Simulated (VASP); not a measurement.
# Be2CdS3: phonons with PBE

Be2CdS3:

```xyz
12
Lattice="5.5237 -3.1933 0.0000 5.5237 3.1933 0.0000 0.0000 0.0000 5.9756" Properties=species:S:1:pos:R:3 pbc="T T T"
Be    3.6098   -1.0108    0.0259
Be    7.4375   -1.0108    0.0259
Be    7.4375    1.0108    3.0137
Be    3.6098    1.0108    3.0137
Cd    5.5237    2.0543    5.9724
Cd    5.5237   -2.0543    2.9846
S     7.6540    0.9189    5.1455
S     3.3933    0.9189    5.1455
S     5.5237   -1.8057    5.5268
S     3.3933   -0.9189    2.1577
S     7.6540   -0.9189    2.1577
S     5.5237    1.8057    2.5390
```

The cell was built by a generator and needn't be a form met in nature.

| Property | Result |
| --- | --- |
| Program | VASP 6.6.1 |
| Task | phonons |
| Functional | PBE |
| Potentials or basis | VASP PAW PBE potentials, release 64 (Be, Cd, S) |
| Cutoff | 520 eV |
| k mesh | 4 × 4 × 4 |
| Occupations | gaussian, width 0.03 eV |
| Spin | no spin polarisation |
| By perturbation theory | no |
| Further INCAR settings | ALGO = Normal; EDIFF = 1e-08; IBRION = 6; POTIM = 0.015; NSW = 1 |

The highest phonon frequency at Γ, LO-TO splitting left out is 540 cm⁻¹.

Phonon frequencies in cm⁻¹ (negative: imaginary):
| q point | frequencies |
| --- | --- |
| (0.000, 0.000, 0.000) | 0 0 0 72 73 87 116 131 141 190 193 247 248 250 252 271 276 279 280 306 311 316 318 339 472 475 478 486 496 496 506 517 531 532 537 540 |

It took 10 min on 8 MPI ranks on Intel(R) Xeon(R) Platinum 8559C (Emerald Rapids), on a shared host, peak memory 0.67 GiB a rank.
